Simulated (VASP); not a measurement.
**CdS (Hawleyite): what moves the LDA gap besides the functional**

How far does the LDA gap of CdS (Hawleyite) depend on cutoff, mesh and cell? The starting structure is a measured crystal structure from the Crystallography Open Database. Cell and atoms stay as given unless a step says otherwise.

Calculated with VASP 6.6.1; Kohn-Sham DFT with plane waves and PAW; LDA.

## Step 1: Set-up

Symmetry: F-43m, No. 216, cubic system. Conventional cell: a = 5.833 Å, b = 5.833 Å, c = 5.833 Å, α = 90.00°, β = 90.00°, γ = 90.00°. Cd has 4 S at 2.53 Å nearest. S has 4 Cd at 2.53 Å nearest. Farther neighbours and most contacts between anions are not listed.

## Step 2: Reference bands

The input, INCAR:

```
SYSTEM = CdS
PREC = Accurate
ENCUT = 350
EDIFF = 1E-06
NELM = 100
ISMEAR = 0
SIGMA = 0.03
LREAL = .FALSE.
ALGO = Normal
GGA = CA
NBANDS = 21
LORBIT = 11
LWAVE = .FALSE.
LCHARG = .FALSE.
KPAR = 4
```

The input, POSCAR:

```
CdS
1.0
    0.0000000000      2.9165000000      2.9165000000
    2.9165000000      0.0000000000      2.9165000000
    2.9165000000      2.9165000000      0.0000000000
Cd S
1 1
Direct
    0.0000000000      0.0000000000      0.0000000000
    0.7500000000      0.7500000000      0.7500000000
```

The input, KPOINTS:

```
Automatic mesh
0
Gamma
6 6 6
0 0 0
```

The input, KPOINTS_OPT:

```
Line mode
10
Line-mode
Reciprocal
  0.00000000   0.00000000   0.00000000 GAMMA
  0.50000000   0.00000000   0.50000000 X

  0.50000000   0.00000000   0.50000000 X
  0.50000000   0.25000000   0.75000000 W

  0.50000000   0.25000000   0.75000000 W
  0.37500000   0.37500000   0.75000000 K

  0.37500000   0.37500000   0.75000000 K
  0.00000000   0.00000000   0.00000000 GAMMA

  0.00000000   0.00000000   0.00000000 GAMMA
  0.50000000   0.50000000   0.50000000 L

  0.50000000   0.50000000   0.50000000 L
  0.62500000   0.25000000   0.62500000 U

  0.62500000   0.25000000   0.62500000 U
  0.50000000   0.25000000   0.75000000 W

  0.50000000   0.25000000   0.75000000 W
  0.50000000   0.50000000   0.50000000 L

  0.50000000   0.50000000   0.50000000 L
  0.37500000   0.37500000   0.75000000 K

  0.62500000   0.25000000   0.62500000 U
  0.50000000   0.00000000   0.50000000 X
```

PAW data sets: Cd and S (LDA family, release 64).

On the command line:

```
> mpirun -np 4 vasp_std
```

The log of the run:

```text
[banner, memory and clock lines left out]
running    4 mpi-ranks, on    1 nodes
 distrk:  each k-point on    1 cores,    4 groups
 distr:  one band on    1 cores,    1 groups

 POSCAR found type information on POSCAR CdS
 POSCAR found :  2 types and       2 ions
 LDA part: xc-table for (Slater(with rela. corr.)+CA(PZ))
 , standard interpolation
 POSCAR, INCAR and KPOINTS ok, starting setup
 FFT: planning ... GRIDC
 FFT: planning ... GRID_SOFT
 FFT: planning ... GRID
 WAVECAR not read
 entering main loop
       N       E                     dE             d eps       ncg     rms          rms(c)
DAV:   1     0.900317228298E+02    0.90032E+02   -0.69525E+03   720   0.567E+02
DAV:   2    -0.435634427609E+01   -0.94388E+02   -0.88819E+02   767   0.183E+02
DAV:   3    -0.789142744785E+01   -0.35351E+01   -0.35150E+01   818   0.371E+01
DAV:   4    -0.790975225377E+01   -0.18325E-01   -0.18323E-01   757   0.258E+00
DAV:   5    -0.790991157036E+01   -0.15932E-03   -0.15931E-03   817   0.221E-01    0.822E+00
DAV:   6    -0.742508226253E+01    0.48483E+00   -0.46346E-01   882   0.865E+00    0.658E+00
DAV:   7    -0.739730001059E+01    0.27782E-01   -0.12862E-01   812   0.205E+00    0.302E+00
DAV:   8    -0.739158675341E+01    0.57133E-02   -0.13253E-02   747   0.109E+00    0.230E-01
DAV:   9    -0.739120013301E+01    0.38662E-03   -0.11785E-03   832   0.441E-01    0.743E-02
DAV:  10    -0.739119655683E+01    0.35762E-05   -0.11108E-04   767   0.105E-01    0.599E-02
DAV:  11    -0.739120479973E+01   -0.82429E-05   -0.36506E-05   780   0.350E-02    0.243E-02
DAV:  12    -0.739120252494E+01    0.22748E-05   -0.41647E-06   811   0.220E-02    0.710E-03
DAV:  13    -0.739120259072E+01   -0.65781E-07   -0.80326E-07   481   0.450E-03
   1 F= -.73912026E+01 E0= -.73912026E+01  d E =-.414425E-27
 Start KPOINTS_OPT (optional k-point list driver)
k-point batch [1-16\100]
       N       E                     dE             ncg
DAV:   1     0.797973043355E+02   -0.59364E+04      712
DAV:   2    -0.136607541523E+04   -0.14459E+04      762
DAV:   3    -0.142000466496E+04   -0.53929E+02      797
DAV:   4    -0.142026263815E+04   -0.25797E+00      772
DAV:   5    -0.142026475599E+04   -0.21178E-02      835
DAV:   6    -0.142026478068E+04   -0.24687E-04      806
DAV:   7    -0.142026478098E+04   -0.30174E-06      692
[...]
k-point batch [97-100\100]
       N       E                     dE             ncg
DAV:   1     0.616475366609E+04   -0.21325E+04      200
DAV:   2     0.583298261821E+04   -0.33177E+03      201
DAV:   3     0.582180111573E+04   -0.11182E+02      203
DAV:   4     0.582174935070E+04   -0.51765E-01      193
DAV:   5     0.582174893172E+04   -0.41898E-03      208
DAV:   6     0.582174892690E+04   -0.48225E-05      188
DAV:   7     0.582174892684E+04   -0.59766E-07      184
```

Elapsed: 5.8 s, on 4 MPI ranks of AMD EPYC 9R45, shared host; peak memory 0.47 GiB; 22 s of CPU time.

The logs omit lines about the potential files and the build; timing stands in the text.

OUTCAR, selected parts (step 2):

```text
ion  position               nearest neighbor table
   1  0.000  0.000  0.000-   2 2.53   2 2.53   2 2.53   2 2.53
   2  0.750  0.750  0.750-   1 2.53   1 2.53   1 2.53   1 2.53

  LATTYP: Found a face centered cubic cell.
 ALAT       =     5.8330000000

 Subroutine GETGRP returns: Found 24 space group operations
 (whereof 24 operations were pure point group operations)

The static configuration has the point symmetry T_d .

 Found     16 irreducible k-points:

   k-points           NKPTS =     16   k-points in BZ     NKDIM =     16   number of bands    NBANDS=     21

   dimension x,y,z NGX =    28 NGY =   28 NGZ =   28
   dimension x,y,z NGXF=    56 NGYF=   56 NGZF=   56

   ENCUT  =  350.0 eV  25.72 Ry    5.07 a.u.   6.29  6.29  6.29*2*pi/ulx,y,z

   NELECT =      18.0000    total number of electrons

 k-points in reciprocal lattice and weights: Automatic mesh
   0.00000000  0.00000000  0.00000000       0.005
   0.16666667  0.00000000  0.00000000       0.037
   0.33333333  0.00000000  0.00000000       0.037
   0.50000000  0.00000000  0.00000000       0.019
   0.16666667  0.16666667  0.00000000       0.028
   0.33333333  0.16666667  0.00000000       0.111
   0.50000000  0.16666667  0.00000000       0.111
  -0.33333333  0.16666667  0.00000000       0.111
  -0.16666667  0.16666667  0.00000000       0.056
[...]
-0.33333333  0.33333333  0.16666667       0.111
  -0.33333333  0.50000000  0.16666667       0.056

 average (electrostatic) potential at core
       1 -40.0994       2 -89.8407

 E-fermi :   1.3545

 k-point     1 :       0.0000    0.0000    0.0000
  band No.  band energies     occupation
    ...
      5      -6.1506      2.00000
      6      -6.1506      2.00000
      7       1.1327      2.00000
      8       1.1327      2.00000
      9       1.1327      2.00000
     10       2.0187      0.00000
     11       7.4895      0.00000
     12       7.4895      0.00000
     13       7.4895      0.00000
     14      12.2050      0.00000
    ...

 k-point     2 :       0.1667    0.0000    0.0000
  band No.  band energies     occupation
    ...
      5      -6.1519      2.00000
      6      -6.1519      2.00000
      7      -0.4529      2.00000
      8       0.9213      2.00000
      9       0.9213      2.00000
     10       3.2357      0.00000
     11       7.1321      0.00000
     12       7.8117      0.00000
     13       7.8117      0.00000
     14      11.7212      0.00000
    ...

 k-point     3 :       0.3333    0.0000    0.0000
  band No.  band energies     occupation
    ...
      5      -6.1348      2.00000
      6      -6.1348      2.00000
      7      -2.3708      2.00000
      8       0.5391      2.00000
      9       0.5391      2.00000
     10       3.8802      0.00000
     11       7.6443      0.00000
     12       8.0454      0.00000
     13       8.0454      0.00000
     14      11.8244      0.00000
    ...

  Total       -0.7371474     -0.7371474     -0.7371474      0.0000000      0.0000000      0.0000000
  in kB      -23.8039466    -23.8039466    -23.8039466      0.0000000      0.0000000      0.0000000
  external PRESSURE =     -23.8039466 kB  Pullay stress =       0.0000000 kB

  energy-cutoff  :      350.00
  volume of cell :       49.62
      direct lattice vectors                 reciprocal lattice vectors
     0.000000000  2.916500000  2.916500000    -0.171438368  0.171438368  0.171438368
     2.916500000  0.000000000  2.916500000     0.171438368 -0.171438368  0.171438368
     2.916500000  2.916500000  0.000000000     0.171438368  0.171438368 -0.171438368

 POSITION                                       TOTAL-FORCE (eV/Angst)
 -----------------------------------------------------------------------------------
      0.00000      0.00000      0.00000        -0.000000     -0.000000     -0.000000
      4.37475      4.37475      4.37475         0.000000      0.000000      0.000000
 -----------------------------------------------------------------------------------
    total drift:                               -0.000000     -0.000000     -0.000000

  FREE ENERGIE OF THE ION-ELECTRON SYSTEM (eV)
  ---------------------------------------------------
  free  energy   TOTEN  =        -7.3912025907 eV

  energy  without entropy=       -7.3912025907  energy(sigma->0) =       -7.39120259

 total charge
# of ion       s       p       d       tot
------------------------------------------
    1        0.442   0.334   9.536  10.312
    2        1.323   2.373   0.000   3.697
--------------------------------------------------
tot          1.765   2.708   9.536  14.009

[... 3 further parts left out ...]
```

Spin-orbit coupling is off here; it would split degenerate levels. At this level the cell is under a tension of 2.4 GPa, so at these settings it is away from equilibrium.

The reference gap is 0.886 eV.

## Step 3: Bands with cell and atoms relaxed by LDA

Against step 2 the input has another starting structure. The cell comes from a relaxation at this level, not shown (48.01 Å³).

INCAR is that of step 2.

The input, POSCAR:

```
CdS
1.0
    0.0000000000      2.8846790683      2.8846790683
    2.8846790683      0.0000000000      2.8846790683
    2.8846790683      2.8846790683      0.0000000000
Cd S
1 1
Direct
    0.0000000000      0.0000000000      0.0000000000
    0.7500000000      0.7500000000      0.7500000000
```

KPOINTS is that of step 2.

KPOINTS_OPT is that of step 2.

On the command line:

```
> mpirun -np 4 vasp_std
```

The log of the run:

```text
[... set-up lines as in an earlier step ...]
 entering main loop
       N       E                     dE             d eps       ncg     rms          rms(c)
DAV:   1     0.920058285278E+02    0.92006E+02   -0.70217E+03   720   0.571E+02
DAV:   2    -0.429562743177E+01   -0.96301E+02   -0.90260E+02   782   0.185E+02
DAV:   3    -0.790114857625E+01   -0.36055E+01   -0.35850E+01   807   0.378E+01
DAV:   4    -0.791857568495E+01   -0.17427E-01   -0.17426E-01   747   0.260E+00
[...]
DAV:  11    -0.740075650109E+01   -0.82049E-05   -0.38708E-05   770   0.393E-02    0.275E-02
DAV:  12    -0.740075403338E+01    0.24677E-05   -0.53472E-06   844   0.274E-02    0.803E-03
DAV:  13    -0.740075413786E+01   -0.10448E-06   -0.10524E-06   589   0.495E-03
   1 F= -.74007541E+01 E0= -.74007541E+01  d E =-.417538E-28
 Start KPOINTS_OPT (optional k-point list driver)
k-point batch [1-16\100]
       N       E                     dE             ncg
DAV:   1     0.219293053122E+03   -0.57486E+04      712
DAV:   2    -0.130728456403E+04   -0.15266E+04      772
DAV:   3    -0.136515382285E+04   -0.57869E+02      822
DAV:   4    -0.136541180548E+04   -0.25798E+00      737
DAV:   5    -0.136541376665E+04   -0.19612E-02      836
DAV:   6    -0.136541378805E+04   -0.21395E-04      777
DAV:   7    -0.136541378829E+04   -0.24840E-06      706
[...]
k-point batch [97-100\100]
       N       E                     dE             ncg
DAV:   1     0.620712106080E+04   -0.20573E+04      184
DAV:   2     0.583440377293E+04   -0.37272E+03      204
DAV:   3     0.582107524698E+04   -0.13329E+02      198
DAV:   4     0.582101552896E+04   -0.59718E-01      188
DAV:   5     0.582101501940E+04   -0.50957E-03      208
DAV:   6     0.582101501325E+04   -0.61516E-05      198
DAV:   7     0.582101501317E+04   -0.80267E-07      176
```

Elapsed: 6 s, on 4 MPI ranks; peak memory 0.46 GiB; 22 s of CPU time.

Parts of OUTCAR (step 3):

```text
  Total       -0.0937202     -0.0937202     -0.0937202     -0.0000000      0.0000000     -0.0000000
  in kB       -3.1276722     -3.1276722     -3.1276722     -0.0000000      0.0000000     -0.0000000
  external PRESSURE =      -3.1276722 kB  Pullay stress =       0.0000000 kB

 POSITION                                       TOTAL-FORCE (eV/Angst)
 -----------------------------------------------------------------------------------
      0.00000      0.00000      0.00000        -0.000000     -0.000000     -0.000000
      4.32702      4.32702      4.32702         0.000000      0.000000      0.000000
 -----------------------------------------------------------------------------------
    total drift:                               -0.000000     -0.000000     -0.000000

  FREE ENERGIE OF THE ION-ELECTRON SYSTEM (eV)
  ---------------------------------------------------
  free  energy   TOTEN  =        -7.4007541379 eV

  energy  without entropy=       -7.4007541379  energy(sigma->0) =       -7.40075414

[... 1 part as in an earlier step ...]

[... 2 further parts left out ...]
[key lines of the parts left out:]
E-fermi :   1.6542
```

With cell and atoms relaxed by LDA the gap is 0.957 eV, +0.071 eV from the reference.

## Step 4: Bands with no band path

Against step 2 the input has no band path (also changed: NBANDS).

Changes to INCAR since step 3:

```diff
@@ -10,3 +10,3 @@
 GGA = CA
-NBANDS = 21
+NBANDS = 15
 LORBIT = 11
```

The input, POSCAR:

```
CdS
1.0
    0.0000000000      2.9165000000      2.9165000000
    2.9165000000      0.0000000000      2.9165000000
    2.9165000000      2.9165000000      0.0000000000
Cd S
1 1
Direct
    0.0000000000      0.0000000000      0.0000000000
    0.7500000000      0.7500000000      0.7500000000
```

KPOINTS is that of step 3.

On the command line:

```
> mpirun -np 4 vasp_std
```

The log of the run:

```text
[... set-up lines as in an earlier step ...]
 entering main loop
       N       E                     dE             d eps       ncg     rms          rms(c)
DAV:   1     0.803974271310E+02    0.80397E+02   -0.75502E+03   512   0.803E+02
DAV:   2    -0.504921890287E+01   -0.85447E+02   -0.82292E+02   599   0.230E+02
DAV:   3    -0.789319258928E+01   -0.28440E+01   -0.28402E+01   578   0.437E+01
DAV:   4    -0.790968246385E+01   -0.16490E-01   -0.16489E-01   613   0.318E+00
[...]
DAV:  11    -0.739120803508E+01   -0.11577E-04   -0.37653E-05   578   0.619E-02    0.119E-02
DAV:  12    -0.739120245398E+01    0.55811E-05   -0.18344E-05   704   0.584E-02    0.597E-03
DAV:  13    -0.739120259956E+01   -0.14558E-06   -0.13438E-06   467   0.847E-03
   1 F= -.73912026E+01 E0= -.73912026E+01  d E =-.353064E-11
```

It took 1.8 s on 4 MPI ranks; peak memory 0.42 GiB.

From OUTCAR (step 4):

```text
  Total       -0.7336618     -0.7336618     -0.7336618     -0.0000000     -0.0000000      0.0000000
  in kB      -23.6913902    -23.6913902    -23.6913902     -0.0000000     -0.0000000      0.0000000
  external PRESSURE =     -23.6913902 kB  Pullay stress =       0.0000000 kB

 POSITION                                       TOTAL-FORCE (eV/Angst)
 -----------------------------------------------------------------------------------
      0.00000      0.00000      0.00000         0.000000      0.000000      0.000000
      4.37475      4.37475      4.37475        -0.000000     -0.000000     -0.000000
 -----------------------------------------------------------------------------------
    total drift:                               -0.000000     -0.000000      0.000000

  FREE ENERGIE OF THE ION-ELECTRON SYSTEM (eV)
  ---------------------------------------------------
  free  energy   TOTEN  =        -7.3912025996 eV

  energy  without entropy=       -7.3912025996  energy(sigma->0) =       -7.39120260

[... 1 part as in an earlier step ...]

[... 2 further parts left out ...]
[key lines of the parts left out:]
E-fermi :   1.2598
```

With no band path the gap is 0.886 eV, +0.000 eV from the reference, read on the mesh alone.

(Part 1 of 2 ends here.)

[Lines on the potential files, build, host, timing and source positions are cut from VASP's logs without a mark.]

[Logs are printed without paths, hosts, clocks, repeated set-up lines and the standing remarks that a program may print on its own settings, such as how far it seeks lower states.]

[Hosts, paths, dates, database ids (printed as entryN), source tags and the programs' standing remarks are cut or masked in the printed files.]
